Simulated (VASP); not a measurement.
# GW on NaF (Villiaumite): a test of the settings, part 2 of 2

How far does the GW correction to the gap of NaF (Villiaumite) depend on the settings? The starting structure is a measured crystal structure from the Crystallography Open Database. Cell and atoms stay as given.

VASP 6.6.1.

Results so far: G0W0 (response cutoff 100 eV, 4×4×4 mesh) 10.41 eV; G0W0 (response cutoff 160 eV, 4×4×4 mesh) 10.48 eV; G0W0 (response cutoff 240 eV, 4×4×4 mesh) 10.62 eV.

## 5. GW0 with iterated eigenvalues (response cutoff 160 eV, 4×4×4 mesh)

Level of this step: evGW0 on LDA; plane waves and PAW (Na_sv_GW, F_GW) (VASP).

It reads the orbitals and their derivatives (WAVECAR and WAVEDER) of a run with the empty bands, which follows a ground-state run; neither is shown.

Input file INCAR:

```
SYSTEM = NaF
PREC = Accurate
ENCUT = 520
ISMEAR = 0
SIGMA = 0.01
LREAL = .FALSE.
GGA = CA
NBANDS = 116
ALGO = EVGW0
NELMGW = 4
ENCUTGW = 160
NOMEGA = 40
PRECFOCK = Fast
NBANDSGW = 16
LWAVE = .FALSE.
LCHARG = .FALSE.
```

Input file POSCAR:

```
NaF
1.0
    0.0000000000      2.3200000000      2.3200000000
    2.3200000000      0.0000000000      2.3200000000
    2.3200000000      2.3200000000      0.0000000000
Na F
1 1
Direct
    0.0000000000      0.0000000000      0.0000000000
    0.5000000000      0.5000000000      0.5000000000
```

Input file KPOINTS:

```
Automatic mesh
0
Gamma
4 4 4
0 0 0
```

Potentials, in the order of the species: Na_sv_GW and F_GW (LDA family, release 64).

Run with:

```
$ mpirun -np 4 vasp_std
```

What it wrote:

```text
[banner, memory and clock lines left out]
running    4 mpi-ranks, on    1 nodes
[...]
[... a notice as in an earlier step ...]

 LDA part: xc-table for (Slater(with rela. corr.)+CA(PZ))
 , standard interpolation
 found WAVECAR, reading the header
 POSCAR, INCAR and KPOINTS ok, starting setup
[...]
reading WAVECAR
 the WAVECAR file was read successfully
 initial charge from wavefunction
 available memory per node:    181.87 GB, setting MAXMEM to    186232

 The Fermi energy was updated, please check that it is located mid-gap
 values below the HOMO (VB) or above the LUMO (CB) will cause erroneous energies
 E-fermi :   0.7682

 calculate exact exchange contribution
 the WAVEDER file was read successfully
energies w=
    0.000    0.000    1.878    0.000    3.746    0.000    5.594    0.000
    7.415    0.000    9.203    0.000   10.954    0.000   12.668    0.000
   14.345    0.000   15.989    0.000   17.603    0.000   19.192    0.000
[...]
total number of BLAS operations         68.19 Gflops
NQ=   4    0.2500    0.2500    0.0000,
|.........|.........|.........|.........|.........|.........|.........|.........
 performed        867000 updates of chi_q(r,r)
 total number of BLAS operations         99.18 Gflops
NQ=   5    0.5000    0.2500    0.0000,
|.........|.........|.........|.........|.........|.........|.........|.........
 performed       1200000 updates of chi_q(r,r)
 total number of BLAS operations        133.23 Gflops
NQ=   6   -0.2500    0.2500    0.0000,
|.........|.........|.........|.........|.........|.........|.........|.........
 performed       1496000 updates of chi_q(r,r)
 total number of BLAS operations        165.66 Gflops
NQ=   7    0.5000    0.5000    0.0000,
|.........|.........|.........|.........|.........|.........|.........|.........
 performed       1688000 updates of chi_q(r,r)
 total number of BLAS operations        186.36 Gflops
NQ=   8   -0.2500    0.5000    0.2500,
|.........|.........|.........|.........|.........|.........|.........|.........
 performed       1939000 updates of chi_q(r,r)
 total number of BLAS operations        209.84 Gflops
 resolving degeneracies of screened two electron integrals

 calculate QP shifts <psi_nk| G(iteration)W_0 |psi_nk>: iteration 4
 entering main loop
```

The job ended after 97 s (4 MPI ranks of AMD EPYC 7R43, shared host; peak memory 0.5 GiB; 6.4 min of CPU time).

OUTCAR, selected parts (step 5):

```text
 QP shifts <psi_nk| G(iteration)W_0 |psi_nk>: iteration 2
 k-point   1 :       0.0000    0.0000    0.0000
  band No. old QP-enery  QP-energies   sigma(KS)   T+V_ion+V_H  V^pw_x(r,r')   Z            occupation Imag(sigma)
    ...
      5     -25.4854     -26.6691     -28.2235       1.2146     -36.5069       0.7769       2.0000       1.3213
      6      -4.7168      -5.1975     -25.4623      20.1401     -30.0506       0.7940       2.0000       0.2752
      7      -4.7168      -5.1975     -25.4623      20.1401     -30.0506       0.7940       2.0000       0.2752
      8      -4.7168      -5.1975     -25.4623      20.1401     -30.0506       0.7940       2.0000       0.2752
      9       5.7656       5.9591      -7.9417      13.9252      -5.1817       0.8879       0.0000      -0.1347
     10      18.5759      18.8267      -5.4880      24.3501      -2.1455       0.8764       0.0000      -0.2364
     11      18.5759      18.8267      -5.4880      24.3501      -2.1455       0.8764       0.0000      -0.2364
     12      18.5759      18.8267      -5.4880      24.3501      -2.1455       0.8764       0.0000      -0.2364
    ...

 QP shifts <psi_nk| G(iteration)W_0 |psi_nk>: iteration 3
 k-point   1 :       0.0000    0.0000    0.0000
  band No. old QP-enery  QP-energies   sigma(KS)   T+V_ion+V_H  V^pw_x(r,r')   Z            occupation Imag(sigma)
    ...
      5     -26.6691     -26.8957     -28.1786       1.2146     -36.5069       0.7684       2.0000       1.3854
      6      -5.1975      -5.2916     -25.4560      20.1401     -30.0506       0.7946       2.0000       0.2752
      7      -5.1975      -5.2916     -25.4560      20.1401     -30.0506       0.7946       2.0000       0.2752
      8      -5.1975      -5.2916     -25.4560      20.1401     -30.0506       0.7946       2.0000       0.2752
      9       5.9591       5.9745      -7.9487      13.9252      -5.1817       0.8895       0.0000      -0.1361
     10      18.8267      18.8536      -5.4927      24.3501      -2.1455       0.8762       0.0000      -0.2364
     11      18.8267      18.8536      -5.4927      24.3501      -2.1455       0.8762       0.0000      -0.2364
     12      18.8267      18.8536      -5.4927      24.3501      -2.1455       0.8762       0.0000      -0.2364
    ...

 QP shifts <psi_nk| G(iteration)W_0 |psi_nk>: iteration 4
 k-point   1 :       0.0000    0.0000    0.0000
  band No. old QP-enery  QP-energies   sigma(KS)   T+V_ion+V_H  V^pw_x(r,r')   Z            occupation Imag(sigma)
    ...
      5     -26.8957     -26.9397     -28.1675       1.2146     -36.5069       0.7685       2.0000       1.3967
      6      -5.2916      -5.3100     -25.4548      20.1401     -30.0506       0.7946       2.0000       0.2752
      7      -5.2916      -5.3100     -25.4548      20.1401     -30.0506       0.7946       2.0000       0.2752
      8      -5.2916      -5.3100     -25.4548      20.1401     -30.0506       0.7946       2.0000       0.2752
      9       5.9745       5.9755      -7.9495      13.9252      -5.1817       0.8897       0.0000      -0.1366
     10      18.8536      18.8562      -5.4935      24.3501      -2.1455       0.8762       0.0000      -0.2365
     11      18.8536      18.8562      -5.4935      24.3501      -2.1455       0.8762       0.0000      -0.2365
     12      18.8536      18.8562      -5.4935      24.3501      -2.1455       0.8762       0.0000      -0.2365
    ...

[... 3 parts as in an earlier step ...]

[... 1 further part left out ...]
[key lines of the parts left out:]
E-fermi :   0.7682
```

GW0 with iterated eigenvalues (response cutoff 160 eV, 4×4×4 mesh): the quasiparticle gap on this mesh is 11.285 eV, +5.338 eV from the LDA gap on the same points, with 116 bands.

## 6. G0W0 (response cutoff 100 eV, 6×6×6 mesh)

It reads the orbitals and their derivatives (WAVECAR and WAVEDER) of a run with the empty bands, which follows a ground-state run; neither is shown.

Changes to INCAR since step 5:

```diff
@@ -7,6 +7,6 @@
 GGA = CA
-NBANDS = 116
+NBANDS = 60
 ALGO = EVGW0
-NELMGW = 4
-ENCUTGW = 160
+NELMGW = 1
+ENCUTGW = 100
 NOMEGA = 40
```

POSCAR is that of step 5.

Input file KPOINTS:

```
Automatic mesh
0
Gamma
6 6 6
0 0 0
```

Run with:

```
$ mpirun -np 4 vasp_std
```

What it wrote:

```text
[banner, memory and clock lines left out]
running    4 mpi-ranks, on    1 nodes
[...]
[... a notice as in an earlier step ...]

 LDA part: xc-table for (Slater(with rela. corr.)+CA(PZ))
 , standard interpolation
 found WAVECAR, reading the header
 POSCAR, INCAR and KPOINTS ok, starting setup
[...]
reading WAVECAR
 the WAVECAR file was read successfully
 initial charge from wavefunction
 available memory per node:    181.85 GB, setting MAXMEM to    186211

 The Fermi energy was updated, please check that it is located mid-gap
 values below the HOMO (VB) or above the LUMO (CB) will cause erroneous energies
 E-fermi :   0.7674

 calculate exact exchange contribution
 the WAVEDER file was read successfully
energies w=
    0.000    0.000    1.861    0.000    3.711    0.000    5.543    0.000
    7.348    0.000    9.120    0.000   10.857    0.000   12.557    0.000
   14.221    0.000   15.852    0.000   17.453    0.000   19.030    0.000
[...]
total number of BLAS operations        118.68 Gflops
NQ=  12   -0.3333    0.3333    0.0000,
|.........|.........|.........|.........|.........|.........|.........|.........
 performed       5047000 updates of chi_q(r,r)
 total number of BLAS operations        128.76 Gflops
NQ=  13    0.5000    0.5000    0.0000,
|.........|.........|.........|.........|.........|.........|.........|.........
 performed       5315000 updates of chi_q(r,r)
 total number of BLAS operations        137.54 Gflops
NQ=  14    0.5000    0.3333    0.1667,
|.........|.........|.........|.........|.........|.........|.........|.........
 performed       5867000 updates of chi_q(r,r)
 total number of BLAS operations        151.39 Gflops
NQ=  15   -0.3333    0.3333    0.1667,
|.........|.........|.........|.........|.........|.........|.........|.........
 performed       6369000 updates of chi_q(r,r)
 total number of BLAS operations        164.91 Gflops
NQ=  16   -0.3333    0.5000    0.1667,
|.........|.........|.........|.........|.........|.........|.........|.........
 performed       6817000 updates of chi_q(r,r)
 total number of BLAS operations        175.37 Gflops
 resolving degeneracies of screened two electron integrals

 calculate QP shifts <psi_nk| G(iteration)W_0 |psi_nk>: iteration 1
 entering main loop
```

Elapsed: 90 s, on 4 MPI ranks; peak memory 0.67 GiB; 5.9 min of CPU time.

OUTCAR, selected parts (step 6):

```text
 QP shifts <psi_nk| G(iteration)W_0 |psi_nk>: iteration 1
 for sc-GW calculations column KS-energies equals QP-energies in previous step
 and V_xc(KS)=  KS-energies - (<T + V_ion + V_H > + <T+V_H+V_ion>^1  + <V_x>^1)
 k-point   1 :       0.0000    0.0000    0.0000
  band No.  KS-energies  QP-energies   sigma(KS)   V_xc(KS)     V^pw_x(r,r')   Z            occupation Imag(sigma)
    ...
      5     -20.9446     -25.7415     -28.4517     -22.1580     -36.5058       0.7622       2.0000       1.1735
      6      -2.2069      -4.6361     -25.3953     -22.3459     -30.0212       0.7966       2.0000       0.2830
      7      -2.2069      -4.6361     -25.3953     -22.3459     -30.0212       0.7966       2.0000       0.2830
      8      -2.2069      -4.6361     -25.3953     -22.3459     -30.0212       0.7966       2.0000       0.2830
      9       3.7416       5.7515      -7.9192     -10.1834      -5.2329       0.8877       0.0000      -0.1304
     10      16.3035      18.6611      -5.3630      -8.0466      -2.1527       0.8785       0.0000      -0.2362
     11      16.3035      18.6611      -5.3630      -8.0466      -2.1527       0.8785       0.0000      -0.2362
     12      16.3035      18.6611      -5.3630      -8.0466      -2.1527       0.8785       0.0000      -0.2362
    ...

[... 1 part as in an earlier step ...]

[... 2 further parts left out ...]
[key lines of the parts left out:]
E-fermi :   0.7674
```

G0W0 (response cutoff 100 eV, 6×6×6 mesh): the quasiparticle gap on this mesh is 10.388 eV, +4.439 eV from the LDA gap on the same points, with 60 bands.

## 7. The runs compared

```
                                                               run  LDA gap on the mesh (eV)  GW gap (eV)  correction (eV)  bands
                         G0W0 (response cutoff 100 eV, 4×4×4 mesh)                     5.947       10.409            4.462     60
                         G0W0 (response cutoff 160 eV, 4×4×4 mesh)                     5.947       10.482            4.535    116
                         G0W0 (response cutoff 240 eV, 4×4×4 mesh)                     5.947       10.617            4.669    212
GW0 with iterated eigenvalues (response cutoff 160 eV, 4×4×4 mesh)                     5.947       11.285            5.338    116
                         G0W0 (response cutoff 100 eV, 6×6×6 mesh)                     5.949       10.388            4.439     60
```

## 8. What came out

```
gap, G0W0 (response cutoff 100 eV, 4×4×4 mesh)                          : 10.409 eV
gap, G0W0 (response cutoff 160 eV, 4×4×4 mesh)                          : 10.482 eV
gap, G0W0 (response cutoff 240 eV, 4×4×4 mesh)                          : 10.617 eV
gap, GW0 with iterated eigenvalues (response cutoff 160 eV, 4×4×4 mesh) : 11.285 eV
gap, G0W0 (response cutoff 100 eV, 6×6×6 mesh)                          : 10.388 eV
```

The correction to the LDA gap of NaF (Villiaumite) is +4.462 eV at a response cutoff of 100 eV, +4.535 eV at a response cutoff of 160 eV, +4.669 eV at a response cutoff of 240 eV. The number of bands rises with the cutoff. On a 6×6×6 mesh in place of 4×4×4 the correction is +4.439 eV against +4.462 eV. Iterating the eigenvalues in G raises the gap by +0.803 eV. From a response cutoff of 160 to 240 eV the correction still moves by +0.134 eV, so cutoff and bands aren't shown to be converged. The LDA gap along the bands, from another run on this structure, is 5.940 eV. On the 4×4×4 mesh it is 5.947 eV, so this mesh comes close to the edges. On the 6×6×6 mesh it is 5.949 eV, so this mesh comes close to the edges. Further runs on this material are not shown.

[Lines on the potential files, build, host, timing and source positions are cut from VASP's logs without a mark.]

[Logs are printed without paths, hosts, clocks, repeated set-up lines and the standing remarks that a program may print on its own settings, such as how far it seeks lower states.]

[Hosts, paths, dates, database ids (printed as entryN), source tags and the programs' standing remarks are cut or masked in the printed files.]
